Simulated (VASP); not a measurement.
The system is RuSe.

```
Ru Se
1.0
     3.18769    0.00000    0.00000
     0.00000    3.18769    0.00000
     0.00000    0.00000    3.18769
Ru Se
1 1
Cartesian
  0.0000 0.0000 0.0000
  1.5938 1.5938 1.5938
```

The cell comes from a database or a generator and needn't be the stable form of this composition.

| Item | Value |
| --- | --- |
| Program | VASP 6.6.1 |
| Task | relaxation of cell and atoms |
| Functional | PBE |
| Potentials or basis | VASP PAW PBE potentials, release 64 (Ru_pv, Se) |
| Cutoff | 600 eV |
| k mesh | 8 × 8 × 8 |
| Occupations | fermi-dirac, width 0.05 eV |
| Spin | no spin polarisation |

At the start: pressure -8.6 GPa; volume 16.20 Å³/atom.

Task: How do energy, volume and symmetry change on relaxing?

Result: Over 4 steps the energy falls by 24.9 meV/atom and the volume is 15.31 Å³/atom (-5.4 %); space group Pm-3m (No. 221, to 0.05 Å).

Step by step:
```tsv
step	energy change (eV)	largest force (eV/Å)	pressure (GPa)	volume (Å³)
1	0.0000	0.0000	-8.55	32.39
2	0.0448	0.0000	15.31	28.50
3	-0.0497	0.0000	-0.16	30.66
4	-0.0497	0.0000	0.04	30.63
```

Final structure:
```
Ru Se
1.0
     3.12876    0.00000    0.00000
     0.00000    3.12876    0.00000
     0.00000    0.00000    3.12876
Ru Se
1 1
Direct
  0.00000 0.00000 0.00000
  0.50000 0.50000 0.50000
```
